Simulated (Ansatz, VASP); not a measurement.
# SiO2 (Cristobalite) in two plane-wave programs, part 3 of 3

Wanted: the spread between two codes on one cell, functional and k mesh. The cell is taken from a series of runs on this material, whose earlier steps may have relaxed, scaled, displaced or heated it; both programs get it as it stands.

VASP 6.6.1 and Ansatz 0.2.0.

So far: Set-up; VASP: zone-centre phonons, LDA.

## 3. Ansatz: zone-centre phonons, LDA

Level of this step: Ansatz beside VASP: Kohn-Sham DFT, plane waves, LDA (Ansatz).

Ansatz runs on its PAW soft_1 files.

The same cell, functional (in two slightly different forms) and mesh now go to Ansatz, which takes its cutoff from its data sets.

input.yaml reads:

```yaml
crystal:
  lattice:
    - [4.8548425445, 0.0, 0.0]
    - [0.0, 4.8548425445, 0.0]
    - [0.0, 0.0, 6.6940440757]
  atoms:
    - { symbol: O, position: [0.233109927, 0.1324455656, 0.192538898] }
    - { symbol: O, position: [0.3675544344, 0.733109927, 0.442538898] }
    - { symbol: O, position: [0.766890073, 0.8675544344, 0.692538898] }
    - { symbol: O, position: [0.6324455656, 0.266890073, 0.942538898] }
    - { symbol: O, position: [0.733109927, 0.3675544344, 0.557461102] }
    - { symbol: O, position: [0.8675544344, 0.766890073, 0.307461102] }
    - { symbol: O, position: [0.266890073, 0.6324455656, 0.057461102] }
    - { symbol: O, position: [0.1324455656, 0.233109927, 0.807461102] }
    - { symbol: Si, position: [0.3141660005, 0.3141660005, 0.0] }
    - { symbol: Si, position: [0.1858339995, 0.8141660005, 0.25] }
    - { symbol: Si, position: [0.6858339995, 0.6858339995, 0.5] }
    - { symbol: Si, position: [0.8141660005, 0.1858339995, 0.75] }
kpoints:
  mp_grid: { grid: [4, 4, 4] }
hamiltonian:
  xc: lda
  pseudopotentials: { kind: paw, azcp: { folder: soft_1 }, xc_functional: pbe }
scf:
  occupations: { method: fixed }
output:
  eigenvalues: true
phonons:
  method: dfpt
  dielectric: true
  rigid_motions: translations
```

Run with:

```
$ ansatz run input.yaml --threads 8 --pin off --max-ram 20480MiB --backend cpu --events-out ev --progress --plain --runs-dir out
```

Numbers of over 12 decimals in the logs are rounded to 6 here.

The log of the run:

```text
Engine: ansatz 0.2.0, aarch64-unknown-linux-gnu
Pseudopotentials: kind: paw
Pseudopotential: O, paw, valence charge 6, recommended cutoff 420 eV (normal), soft_1/O.paw.azcp
Pseudopotential: Si, paw, valence charge 4, recommended cutoff 420 eV (normal), soft_1/Si.paw.azcp
Functional definition: SPW92
  exchange = slater_x
  correlation = pw_c
Crystal: 12 atoms, lattice volume = 157.775 Å³
Basis set: ecut = 420 eV, 3099 PW (Γ), exchange–correlation on 72×72×96 points (8 copies of the dense FFT grid, shifted against one another)
Bands: 44, of which v1, the nominal top of the filled ones, is band 32 counted from 1 (31 counted from 0)
Symmetry: 8 space group operations
k-points: 36 of 64 (irreducible under 1 space group operation, time reversal used)
Non-local potential: O, projectors of the file, l = 0: 2, l = 1: 2, l = 2: 1
Non-local potential: Si, projectors of the file, l = 0: 2, l = 1: 2, l = 2: 1
PAW form: soft (Blöchl's): semilocal exchange-correlation on the pseudo side does not see the compensation charge
PAW frozen core: O, regenerated for the run's functional, and the local potential with it (the file was generated under x = pbe(κ = 0.804, μ = 0.219515), c = pbe(β = 0.066725))
PAW frozen core: Si, regenerated for the run's functional, and the local potential with it (the file was generated under x = pbe(κ = 0.804, μ = 0.219515), c = pbe(β = 0.066725))
PAW one-centre angular grid: O, 110 points (default); XC on 64 Gauss nodes
PAW one-centre angular grid: Si, 110 points (default); XC on 64 Gauss nodes
Initial density: superposition of atomic densities (chi_scale 0.1, normalization cell, long waves kept (reshape's long-wave potential 0.00 eV rms))
Initial wavefunctions: pseudopotential atomic-orbital guess
Functional: x = slater, c = lda
SCF iter   1: F=—  HF=-6897.147883 eV  |F-HF|=—  |Δ(HF+E_count)|=         —  Δρ=1.23e-1  dr2=2.12e1  ethr=3.10e-3  ⟨swp⟩=4.8  Hψ=6435  notcnv=0  defer=329
preconditioner: auto → Resta (q_TF=auto, 2.347 Å⁻¹)  ε∞=2.7  [insulator: Δε(μ)=7.192 eV  Ē_g=17.955 eV  n_scr=36 (ndim 8)  ℏωp=23.6 eV  f_vac=0.048  ε∞_Penn≈2.7]
SCF iter   2: F=—  HF=-6891.113865 eV  |F-HF|=—  |Δ(HF+E_count)|=    6.03e0  Δρ=4.22e-2  dr2=1.17e0  ethr=3.10e-3  ⟨swp⟩=4.0  Hψ=4073  notcnv=0  defer=333
SCF iter   3: F=—  HF=-6890.847699 eV  |F-HF|=—  |Δ(HF+E_count)|=   2.66e-1  Δρ=2.01e-2  dr2=3.62e-1  ethr=1.83e-3  ⟨swp⟩=2.0  Hψ=1468  notcnv=0  defer=350
SCF iter   4: F=—  HF=-6890.764514 eV  |F-HF|=—  |Δ(HF+E_count)|=   8.32e-2  Δρ=1.42e-3  dr2=2.38e-3  ethr=5.66e-4  ⟨swp⟩=3.4  Hψ=2642  notcnv=0  defer=353
SCF iter   5: F=—  HF=-6890.766052 eV  |F-HF|=—  |Δ(HF+E_count)|=   1.54e-3  Δρ=2.53e-4  dr2=1.22e-4  ethr=3.71e-6  ⟨swp⟩=2.1  Hψ=2573  notcnv=0  defer=357
SCF iter   6: F=—  HF=-6890.766063 eV  |F-HF|=—  |Δ(HF+E_count)|=   1.11e-5  Δρ=4.76e-5  dr2=5.07e-6  ethr=1.90e-7  ⟨swp⟩=2.5  Hψ=2562  notcnv=0  defer=355
SCF iter   7: F=—  HF=-6890.766066 eV  |F-HF|=—  |Δ(HF+E_count)|=   2.21e-6  Δρ=8.18e-6  dr2=1.16e-7  ethr=7.93e-9  ⟨swp⟩=2.5  Hψ=2705  notcnv=0  defer=341
SCF iter   8: F=—  HF=-6890.766066 eV  |F-HF|=—  |Δ(HF+E_count)|=   9.23e-8  Δρ=1.76e-6  dr2=4.29e-9  ethr=1.81e-10  ⟨swp⟩=2.3  Hψ=2393  notcnv=0  defer=342
SCF iter   9: F=-6890.766066 eV  HF=-6890.766066 eV  |F-HF|=4.91e-11  |Δ(HF+E_count)|=   3.46e-9  Δρ=2.23e-7  dr2=4.49e-11  ethr=1.00e-12  ⟨swp⟩=16.9  Hψ=13789  notcnv=0
SCF 1 converged in 9 iterations: F = -6890.766066 eV  dr2 = 4.49e-11
  greatest PAW one-centre occupation: 0.856 electrons in one spin orbital (limit 2), on the O atom at site 7 (counted from 0), in its partial waves of l = 0
DFPT response loops at Γ: preconditioner auto → none (the input reference at scf.mixing.eps_inf says where Resta's filter doesn't serve); β = 0.50; Broyden in place of MSR1
── the response to a field inside a basis, on 4×4×4 k-points: an SCF that follows is theirs, and a resumed run solves both again ──
Bands: 33, of which v1, the nominal top of the filled ones, is band 32 counted from 1 (31 counted from 0)
k-points: 6 of 64 (time reversal used)
Initial density: handed on by an earlier stage of this run
Initial wavefunctions: pseudopotential atomic-orbital guess (no wavefunctions were taken with the density)
Eigensolver: Dense (6 Hₖ)
SCF iter   1: F=—  HF=-6890.596284 eV  |F-HF|=—  |Δ(HF+E_count)|=         —  Δρ=4.56e-4  dr2=9.01e-5  ethr=1.00e-1
preconditioner: auto → Resta (q_TF=auto, 2.347 Å⁻¹)  ε∞=3.8  [insulator: Δε(μ)=6.210 eV  Ē_g=14.230 eV  n_scr=36 (ndim 8)  ℏωp=23.6 eV  f_vac=0.153  ε∞_Penn≈3.8]
SCF iter   2: F=—  HF=-6890.596289 eV  |F-HF|=—  |Δ(HF+E_count)|=   4.64e-6  Δρ=2.11e-4  dr2=2.33e-5  ethr=1.41e-7
SCF iter   3: F=—  HF=-6890.596294 eV  |F-HF|=—  |Δ(HF+E_count)|=   4.61e-6  Δρ=7.03e-5  dr2=2.74e-6  ethr=3.64e-8
SCF iter   4: F=-6890.596294 eV  HF=-6890.596294 eV  |F-HF|=2.17e-8  |Δ(HF+E_count)|=   7.37e-8  Δρ=7.19e-6  dr2=9.27e-8  ethr=4.29e-9
[...]
k-point 2: bands = [... 28 lower, 1.1294, 1.1294, 1.3852, 1.3852, 8.7894, 8.7894, 10.8719, 10.8719, ... 8 higher]
  k-point 35: bands = [... 28 lower, 1.2300, 1.2300, 1.2300, 1.2300, 10.8734, 10.8734, 10.8734, 10.8734, ... 8 higher]
--- Phonons (Γ-DFPT): 5 representative perturbations + reference, on 36 of 64 k-points (Σ response iterations 18) ---
  k mesh reduced under 1 symmetry operation, with k and −k counted as one. Each operation leaves every solved perturbation unchanged. A smaller set is not considered because the run solves the response to a homogeneous field
  ASR residual: 6.798e-5 → 0.000e0 eV/Å²; symmetrization residual: 3.147e-6 eV/Å²
  ASR residual per site (eV/Å²): 6.80e-5 6.80e-5 6.80e-5 6.80e-5 6.80e-5 6.80e-5 6.80e-5 6.80e-5 1.74e-5 1.74e-5 1.74e-5 1.74e-5
  Γ frequencies (cm⁻¹): 0.00 0.00 0.00 60.54 128.78 165.47 165.47 240.76 260.12 260.12 269.40 277.81 346.18 371.15 379.22 379.22 442.86 446.24 463.76 463.76 487.73 622.38 622.38 790.61 791.91 794.40 806.76 806.76 1066.62 1069.88 1069.88 1070.61 1078.60 1102.96 1174.93 1174.93
  ε∞ (high-frequency dielectric tensor):
        2.416313     0.000000     0.000000
        0.000000     2.416313     0.000000
        0.000000     0.000000     2.393906
  ε⁰ (static dielectric tensor: ions relaxed, cell fixed):
        4.406128     0.000000     0.000000
        0.000000     4.406128     0.000000
        0.000000     0.000000     4.074338
  ε⁰ − ε∞ (ionic part):
        1.989815     0.000000     0.000000
        0.000000     1.989815     0.000000
        0.000000     0.000000     1.680432
  softest optical mode at Γ: 60.54 cm⁻¹; the repairs (sum rule, projections) moved no ω² at Γ by more than (1.83 cm⁻¹)²
  Born effective charges Z* (e; rows j = field, columns β = displacement):
    site 0:
        -1.06494   -0.19370    0.09141
        -0.25619   -2.26567    0.72765
         0.24376    0.72540   -1.62366
    site 1:
        -2.26567    0.25619   -0.72765
         0.19370   -1.06494    0.09141
        -0.72540    0.24376   -1.62366
    site 2:
        -1.06494   -0.19370   -0.09141
        -0.25619   -2.26567   -0.72765
        -0.24376   -0.72540   -1.62366
    site 3:
        -2.26567    0.25619    0.72765
         0.19370   -1.06494   -0.09141
         0.72540   -0.24376   -1.62366
    site 4:
        -1.06494    0.19370   -0.09141
         0.25619   -2.26567    0.72765
        -0.24376    0.72540   -1.62366
    site 5:
[...]
site 6:
[...]
site 7:
[...]
site 8:
[...]
site 9:
[...]
site 10:
[...]
site 11:
[...]
Z* charge neutrality: 6.489e-3 e pre-enforcement
  solved inside a basis spanned on kpoints, on 4×4×4 k-points, its susceptibility summed on 8×8×6: ε∞ is read to err by 8.7e-3, Z* by 1.2e-2 e (field_mesh: kpoints solves on kpoints); Z* is corrected for what the basis lacks
  optical modes at Γ without the LO–TO term, one row a degenerate level:
      ω (cm⁻¹)  modes    IR ((D/Å)²/amu)
[...]
optical modes at Γ + LO–TO along q̂ = [1.0000, 0.0000, 0.0000]:
      ω (cm⁻¹)  modes    IR ((D/Å)²/amu)
[...]
optical modes at Γ + LO–TO along q̂ = [0.0000, 1.0000, 0.0000]:
      ω (cm⁻¹)  modes    IR ((D/Å)²/amu)
[...]
optical modes at Γ + LO–TO along q̂ = [0.0000, 0.0000, 1.0000]:
      ω (cm⁻¹)  modes    IR ((D/Å)²/amu)
[...]
806.76      2             0.1020
        822.69      1             5.7809
       1066.62      1             0.0000
       1069.88      2           111.0473
       1070.61      1             0.0000
       1102.96      1             0.0000
       1174.93      2             4.2655
       1218.80      1            62.4537
```

In the SCF lines HF is the Harris–Foulkes energy and dr2 the Hartree energy of the density residual, in eV; the loop may stop once dr2 is under the threshold and the program's other checks hold. Hψ counts applications of the Hamiltonian.

## 4. Comparison

Known differences besides the potentials themselves: the two LDA forms differ slightly; fixed occupations in Ansatz, narrow Gaussian smearing in VASP; VASP's response is taken on the typed mesh, Ansatz refines its own for the field response alone; the cutoff is 420 eV in Ansatz and 600 eV in VASP; VASP's log shows a relativistic correction to its local exchange, Ansatz's none. Total energies have different zeros and are not compared.

Both answers:

| quantity | Ansatz | VASP | difference |
| --- | --- | --- | --- |
| ε∞ xx | 2.42 | 2.41 | +0.42 % |
| ε∞ yy | 2.42 | 2.41 | +0.42 % |
| ε∞ zz | 2.39 | 2.38 | +0.40 % |
| Born charge of O1 (mean of the diagonal) (e) | -1.65 | -1.64 | -0.01 |
| Born charge of Si9 (mean of the diagonal) (e) | 3.30 | 3.28 | +0.03 |
| optical mode 1 (cm⁻¹) | 60.5 | 58.4 | +3.59 % |
| optical mode 2 (cm⁻¹) | 128.8 | 128.5 | +0.22 % |
| optical mode 3 to 4 (cm⁻¹) | 165.5 | 164.5 | +0.60 % |
| optical mode 5 (cm⁻¹) | 240.8 | 240.9 | -0.08 % |
| optical mode 6 to 7 (cm⁻¹) | 260.1 | 262.3 | -0.83 % |
| optical mode 8 (cm⁻¹) | 269.4 | 271.8 | -0.87 % |
| optical mode 9 (cm⁻¹) | 277.8 | 280.0 | -0.77 % |
| optical mode 10 (cm⁻¹) | 346.2 | 347.6 | -0.40 % |
| optical mode 11 (cm⁻¹) | 371.1 | 370.6 | +0.14 % |
| optical mode 12 to 13 (cm⁻¹) | 379.2 | 380.8 | -0.42 % |
| optical mode 14 (cm⁻¹) | 442.9 | 444.6 | -0.39 % |
| optical mode 15 (cm⁻¹) | 446.2 | 444.7 | +0.34 % |
| optical mode 16 to 17 (cm⁻¹) | 463.8 | 464.8 | -0.22 % |
| optical mode 18 (cm⁻¹) | 487.7 | 489.5 | -0.36 % |
| optical mode 19 to 20 (cm⁻¹) | 622.4 | 624.6 | -0.35 % |
| optical mode 21 (cm⁻¹) | 790.6 | 792.2 | -0.21 % |
| optical mode 22 (cm⁻¹) | 791.9 | 793.2 | -0.16 % |
| optical mode 23 (cm⁻¹) | 794.4 | 794.8 | -0.05 % |
| optical mode 24 to 25 (cm⁻¹) | 806.8 | 807.8 | -0.12 % |
| optical mode 26 (cm⁻¹) | 1066.6 | 1076.1 | -0.88 % |
| optical mode 27 to 28 (cm⁻¹) | 1069.9 | 1079.4 | -0.88 % |

Modes are paired by rising frequency, not by their patterns, so a pair may set unlike modes beside each other; they are those without the splitting of longitudinal modes.

## 5. Results

| Item | Value |
| --- | --- |
| r.m.s. difference of the optical zone-centre modes, each program's sorted by frequency (zone-centre phonons, LDA) | 4.2 cm⁻¹ |
| difference in optical mode 1 (zone-centre phonons, LDA) | +3.6 % |

What this shows: The r.m.s. difference of the optical zone-centre modes, each program's sorted by frequency is 4.2 cm⁻¹ (zone-centre phonons, LDA). Among the rows given in per cent, the largest difference of the zone-centre phonons, LDA pair is in optical mode 1, +3.6 %. How closely two codes agree says nothing of how well the functional describes the real material.

[Lines on the potential files, build, host, timing and source positions are cut from VASP's logs without a mark.]

[Logs are printed without paths, hosts, clocks, repeated set-up lines and the standing remarks that a program may print on its own settings, such as how far it seeks lower states.]

[Hosts, paths, dates, database ids (printed as entryN), source tags and the programs' standing remarks are cut or masked in the printed files.]
